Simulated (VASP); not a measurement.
# ReSb2 (Fm-3m) in VASP: a series of runs, part 2 of 2

VASP 6.6.1.

### 3 Electric field gradients, PBE

File INCAR:

```
SYSTEM = ReSb2
PREC = Accurate
ENCUT = 520
EDIFF = 1E-8
ISMEAR = -1
SIGMA = 0.05
LREAL = .False.
LASPH = .True.
NELM = 100
ALGO = Normal
ISIF = 2
LWAVE = .False.
LCHARG = .False.
GGA = PE
LEFG = .True.
NBANDS = 16
```

File KPOINTS:

```
regular mesh
0
Gamma
  9 9 9
  0 0 0
```

File POSCAR:

```
ReSb2
1.0
    0.0000000000      3.2511082968      3.2511082968
    3.2511082968      0.0000000000      3.2511082968
    3.2511082968      3.2511082968      0.0000000000
Re Sb
1 2
Direct
    0.0000000000      0.0000000000      0.0000000000
    0.2500000000      0.2500000000      0.2500000000
    0.7500000000      0.7500000000      0.7500000000
```

Potentials or basis: VASP PAW PBE potentials, release 64 (Re, Sb).

On the command line:

```bash
$ cat potpaw_PBE.64/Re/POTCAR potpaw_PBE.64/Sb/POTCAR > POTCAR
$ mpirun -np 1 vasp_std > vasp.out
```

OUTCAR:

```text
SYSTEM = ReSb2
   PREC = Accurate
   ENCUT = 520
   EDIFF = 1E-8
   ISMEAR = -1
   LREAL = .False.
   LASPH = .True.
   NELM = 100
   ISIF = 2
   GGA = PE

 ion  position               nearest neighbor table
   1  0.000  0.000  0.000-   3 2.82   3 2.82   3 2.82   2 2.82   3 2.82   2 2.82   2 2.82   2 2.82

   2  0.250  0.250  0.250-   1 2.82   1 2.82   1 2.82   1 2.82   3 3.25   3 3.25   3 3.25   3 3.25
                             3 3.25   3 3.25
   3  0.750  0.750  0.750-   1 2.82   1 2.82   1 2.82   1 2.82   2 3.25   2 3.25   2 3.25   2 3.25
                             2 3.25   2 3.25

  LATTYP: Found a face centered cubic cell.
 ALAT       =     6.5022165936

  Lattice vectors:

 A1 = (   0.0000000000,   3.2511082968,   3.2511082968)
 A2 = (   3.2511082968,   0.0000000000,   3.2511082968)
 A3 = (   3.2511082968,   3.2511082968,   0.0000000000)

Analysis of symmetry for initial positions (statically):
=====================================================================
 Subroutine PRICEL returns:
 Original cell was already a primitive cell.

 Routine SETGRP: Setting up the symmetry group for a
 face centered cubic supercell.

 Subroutine GETGRP returns: Found 48 space group operations
 (whereof 48 operations were pure point group operations)
 out of a pool of 48 trial point group operations.

The static configuration has the point symmetry O_h .

Analysis of symmetry for dynamics (positions and initial velocities):
=====================================================================
 Subroutine PRICEL returns:
 Original cell was already a primitive cell.

[... 608 lines left out ...]
      5       4.0983      2.00000
      6       6.5510      2.00000
[... 8 lines left out ...]
     15      15.4954      0.00000
     16      16.8825      0.00000

 [... further k-points ...]

------------------------ aborting loop because EDIFF is reached ----------------------------------------

  FORCE on cell =-STRESS in cart. coord.  units (eV):
  Direction    XX          YY          ZZ          XY          YZ          ZX
  --------------------------------------------------------------------------------------
  -------------------------------------------------------------------------------------
  Total       -0.0936520     -0.0936520     -0.0936520     -0.0000000     -0.0000000     -0.0000000
  in kB       -2.1832497     -2.1832497     -2.1832497     -0.0000000     -0.0000000     -0.0000000
  external PRESSURE =      -2.1832497 kB  Pullay stress =       0.0000000 kB

 VOLUME and BASIS-vectors are now :
 -----------------------------------------------------------------------------
  energy-cutoff  :      520.00
  volume of cell :       68.73
      direct lattice vectors                 reciprocal lattice vectors
     0.000000000  3.251108297  3.251108297    -0.153793708  0.153793708  0.153793708
     3.251108297  0.000000000  3.251108297     0.153793708 -0.153793708  0.153793708
     3.251108297  3.251108297  0.000000000     0.153793708  0.153793708 -0.153793708

 POSITION                                       TOTAL-FORCE (eV/Angst)
 -----------------------------------------------------------------------------------
      0.00000      0.00000      0.00000         0.000000      0.000000     -0.000000
      1.62555      1.62555      1.62555        -0.000000     -0.000000     -0.000000
      4.87666      4.87666      4.87666         0.000000      0.000000      0.000000
 -----------------------------------------------------------------------------------
    total drift:                                0.000000      0.000000      0.000000

  FREE ENERGIE OF THE ION-ELECTRON SYSTEM (eV)
  ---------------------------------------------------
  free  energy   TOTEN  =       -19.3667533522 eV

  energy  without entropy=      -19.3346392461  energy(sigma->0) =      -19.35069630

 Electric field gradients (V/A^2)
---------------------------------------------------------------------
 ion       V_xx      V_yy      V_zz      V_xy      V_xz      V_yz
---------------------------------------------------------------------
   1      -0.000     0.000     0.000     0.000     0.000     0.000
   2       0.000     0.000     0.000    -0.000    -0.000    -0.000
   3       0.000     0.000     0.000    -0.000    -0.000    -0.000
---------------------------------------------------------------------

 Electric field gradients after diagonalization (V/A^2)
 (convention: |V_zz| > |V_xx| > |V_yy|)
----------------------------------------------------------------------
 ion       V_xx      V_yy      V_zz     asymmetry (V_yy - V_xx)/ V_zz
----------------------------------------------------------------------
   1      -0.000    -0.000     0.000       0.000
   2       0.000     0.000    -0.000       0.000
   3       0.000     0.000    -0.000       0.000
----------------------------------------------------------------------

           NMR quadrupolar parameters

 Cq : quadrupolar parameter    Cq=e*Q*V_zz/h
 eta: asymmetry parameters     (V_yy - V_xx)/ V_zz
 Q  : nuclear electric quadrupole moment in mb (millibarn)
----------------------------------------------------------------------
 ion       Cq(MHz)       eta       Q (mb)
----------------------------------------------------------------------
   1       0.000       0.000       1.000
   2      -0.000       0.000       1.000
   3      -0.000       0.000       1.000
----------------------------------------------------------------------
```

Wall time 35 s (1 thread of AMD EPYC 9R45 (Zen 5), shared host); peak memory 0.19 GiB.

Results:

```yaml
Free_energy: -19.3668 eV
Pressure: -0.2 GPa
Band_gap_on_the_k_mesh: none (metal or under the smearing width)
```

Electric field gradients, principal values (V/Å²):
```
atom    Vxx    Vyy    Vzz
1 Re  0.000  0.000  0.000
2 Sb  0.000  0.000  0.000
3 Sb  0.000  0.000  0.000
```

### 4 Electric field gradients, PBE

File INCAR:

```
  PREC = Accurate
  ENCUT = 520
  EDIFF = 1E-8
  ISMEAR = -1
  SIGMA = 0.05
  LREAL = False
  LASPH = True
  NELM = 100
  ALGO = Normal
  ISIF = 2
  LWAVE = False
  LCHARG = False
  GGA = PE
  LEFG = True
  NBANDS = 16
```

File KPOINTS:

```
Automatic mesh
0
Gamma
  9 9 9
```

POSCAR is that of step 3.

Potentials or basis: VASP PAW PBE potentials, release 64 (Re, Sb).

On the command line:

```bash
$ cat potpaw_PBE.64/Re/POTCAR potpaw_PBE.64/Sb/POTCAR > POTCAR
$ mpirun -np 1 vasp_std > vasp.out
```

OUTCAR:

```text
PREC = Accurate
   ENCUT = 520
   EDIFF = 1E-8
   ISMEAR = -1
   LREAL = False
   LASPH = True
   NELM = 100
   ISIF = 2
   GGA = PE

 ion  position               nearest neighbor table
   1  0.000  0.000  0.000-   3 2.82   3 2.82   3 2.82   2 2.82   3 2.82   2 2.82   2 2.82   2 2.82

   2  0.250  0.250  0.250-   1 2.82   1 2.82   1 2.82   1 2.82   3 3.25   3 3.25   3 3.25   3 3.25
                             3 3.25   3 3.25
   3  0.750  0.750  0.750-   1 2.82   1 2.82   1 2.82   1 2.82   2 3.25   2 3.25   2 3.25   2 3.25
                             2 3.25   2 3.25

  LATTYP: Found a face centered cubic cell.
 ALAT       =     6.5022165936

  Lattice vectors:

 A1 = (   0.0000000000,   3.2511082968,   3.2511082968)
 A2 = (   3.2511082968,   0.0000000000,   3.2511082968)
 A3 = (   3.2511082968,   3.2511082968,   0.0000000000)

Analysis of symmetry for initial positions (statically):
=====================================================================
 Subroutine PRICEL returns:
 Original cell was already a primitive cell.

 Routine SETGRP: Setting up the symmetry group for a
 face centered cubic supercell.

 Subroutine GETGRP returns: Found 48 space group operations
 (whereof 48 operations were pure point group operations)
 out of a pool of 48 trial point group operations.

The static configuration has the point symmetry O_h .

Analysis of symmetry for dynamics (positions and initial velocities):
=====================================================================
 Subroutine PRICEL returns:
 Original cell was already a primitive cell.

 Routine SETGRP: Setting up the symmetry group for a
[... 608 lines left out ...]
      6       6.5510      2.00000
[... 8 lines left out ...]
     15      15.4954      0.00000
     16      16.8825      0.00000

 [... further k-points ...]

------------------------ aborting loop because EDIFF is reached ----------------------------------------

  FORCE on cell =-STRESS in cart. coord.  units (eV):
  Direction    XX          YY          ZZ          XY          YZ          ZX
  --------------------------------------------------------------------------------------
  -------------------------------------------------------------------------------------
  Total       -0.0936520     -0.0936520     -0.0936520     -0.0000000     -0.0000000     -0.0000000
  in kB       -2.1832497     -2.1832497     -2.1832497     -0.0000000     -0.0000000     -0.0000000
  external PRESSURE =      -2.1832497 kB  Pullay stress =       0.0000000 kB

 VOLUME and BASIS-vectors are now :
 -----------------------------------------------------------------------------
  energy-cutoff  :      520.00
  volume of cell :       68.73
      direct lattice vectors                 reciprocal lattice vectors
     0.000000000  3.251108297  3.251108297    -0.153793708  0.153793708  0.153793708
     3.251108297  0.000000000  3.251108297     0.153793708 -0.153793708  0.153793708
     3.251108297  3.251108297  0.000000000     0.153793708  0.153793708 -0.153793708

 POSITION                                       TOTAL-FORCE (eV/Angst)
 -----------------------------------------------------------------------------------
      0.00000      0.00000      0.00000         0.000000      0.000000     -0.000000
      1.62555      1.62555      1.62555        -0.000000     -0.000000     -0.000000
      4.87666      4.87666      4.87666         0.000000      0.000000      0.000000
 -----------------------------------------------------------------------------------
    total drift:                                0.000000      0.000000      0.000000

  FREE ENERGIE OF THE ION-ELECTRON SYSTEM (eV)
  ---------------------------------------------------
  free  energy   TOTEN  =       -19.3667533522 eV

  energy  without entropy=      -19.3346392461  energy(sigma->0) =      -19.35069630

 Electric field gradients (V/A^2)
---------------------------------------------------------------------
 ion       V_xx      V_yy      V_zz      V_xy      V_xz      V_yz
---------------------------------------------------------------------
   1      -0.000     0.000     0.000     0.000     0.000     0.000
   2       0.000     0.000     0.000    -0.000    -0.000    -0.000
   3       0.000     0.000     0.000    -0.000    -0.000    -0.000
---------------------------------------------------------------------

 Electric field gradients after diagonalization (V/A^2)
 (convention: |V_zz| > |V_xx| > |V_yy|)
----------------------------------------------------------------------
 ion       V_xx      V_yy      V_zz     asymmetry (V_yy - V_xx)/ V_zz
----------------------------------------------------------------------
   1      -0.000    -0.000     0.000       0.000
   2       0.000     0.000    -0.000       0.000
   3       0.000     0.000    -0.000       0.000
----------------------------------------------------------------------

           NMR quadrupolar parameters

 Cq : quadrupolar parameter    Cq=e*Q*V_zz/h
 eta: asymmetry parameters     (V_yy - V_xx)/ V_zz
 Q  : nuclear electric quadrupole moment in mb (millibarn)
----------------------------------------------------------------------
 ion       Cq(MHz)       eta       Q (mb)
----------------------------------------------------------------------
   1       0.000       0.000       1.000
   2      -0.000       0.000       1.000
   3      -0.000       0.000       1.000
----------------------------------------------------------------------
```

OSZICAR:

```text
N       E                     dE             d eps       ncg     rms          rms(c)
DAV:   1     0.597242714711E+02    0.59724E+02   -0.63924E+03  1680   0.952E+02
DAV:   2    -0.165444925224E+02   -0.76269E+02   -0.70703E+02  1768   0.196E+02
DAV:   3    -0.196278615912E+02   -0.30834E+01   -0.29304E+01  1728   0.419E+01
DAV:   4    -0.196649661262E+02   -0.37105E-01   -0.36900E-01  1408   0.399E+00
DAV:   5    -0.196660576403E+02   -0.10915E-02   -0.10904E-02  1752   0.788E-01    0.198E+01
DAV:   6    -0.194884800279E+02    0.17758E+00   -0.35918E-01  1784   0.159E+01    0.808E+00
DAV:   7    -0.194441132257E+02    0.44367E-01   -0.31388E-01  1760   0.114E+01    0.567E+00
DAV:   8    -0.193658134760E+02    0.78300E-01   -0.13260E-01  1800   0.102E+01    0.408E-01
DAV:   9    -0.193669543884E+02   -0.11409E-02   -0.11656E-02  1776   0.118E+00    0.151E-01
DAV:  10    -0.193666991169E+02    0.25527E-03   -0.52450E-04  1744   0.509E-01    0.578E-02
DAV:  11    -0.193667528711E+02   -0.53754E-04   -0.10662E-04  1512   0.810E-02    0.140E-02
DAV:  12    -0.193667525155E+02    0.35562E-06   -0.86481E-06  1848   0.651E-02    0.775E-03
DAV:  13    -0.193667530530E+02   -0.53749E-06   -0.37385E-06  1408   0.130E-02    0.275E-03
DAV:  14    -0.193667533808E+02   -0.32785E-06   -0.74125E-08  1664   0.189E-03    0.718E-04
DAV:  15    -0.193667533511E+02    0.29774E-07   -0.46522E-09  1096   0.206E-03    0.336E-04
DAV:  16    -0.193667533522E+02   -0.10879E-08   -0.36038E-09  1088   0.488E-04
   1 F= -.19366753E+02 E0= -.19350696E+02  d E =-.321141E-01
```

Run time: 34 s. Hardware: 1 thread of AMD EPYC 9R45 (Zen 5), shared host; peak memory 0.19 GiB.

Results:

```yaml
Free_energy: -19.3668 eV
Pressure: -0.2 GPa
Band_gap_on_the_k_mesh: none (metal or under the smearing width)
```

Electric field gradients, principal values (V/Å²):
| atom | Vxx | Vyy | Vzz |
| --- | --- | --- | --- |
| 1 Re | 0.000 | 0.000 | 0.000 |
| 2 Sb | 0.000 | 0.000 | 0.000 |
| 3 Sb | 0.000 | 0.000 | 0.000 |

Spin-orbit coupling is left out, which matters for the levels of Re, Sb.
